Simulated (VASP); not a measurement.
Consider the following.

```xyz
2
Lattice="0.0000 2.4195 2.4195 2.4195 0.0000 2.4195 2.4195 2.4195 0.0000" Properties=species:S:1:pos:R:3 pbc="T T T"
Ca     0.0000     0.0000     0.0000
O      2.4195     2.4195     2.4195
```

These are PBE GGA, VASP's PBE PAW potentials (set 64) (plane waves; VASP) values and carry that method's errors. Numerical set-up: 520 eV cut-off, 12×12×12 Γ-centred mesh, Gaussian smearing of 0.010 eV, potentials Ca_sv O.

Q: Predict the energy per atom (σ→0), band gap (on the k-mesh) with the smallest direct gap where there is one.

A: 
The band gap (on the k-mesh) is 3.64 eV and the smallest direct gap (on the k-mesh) is 4.02 eV. The energy per atom (σ→0) is -6.403 eV/atom.

The absolute energy has meaning only against runs of the same code, potentials and settings.

The compound is CaO in the rock salt structure. It was relaxed first.
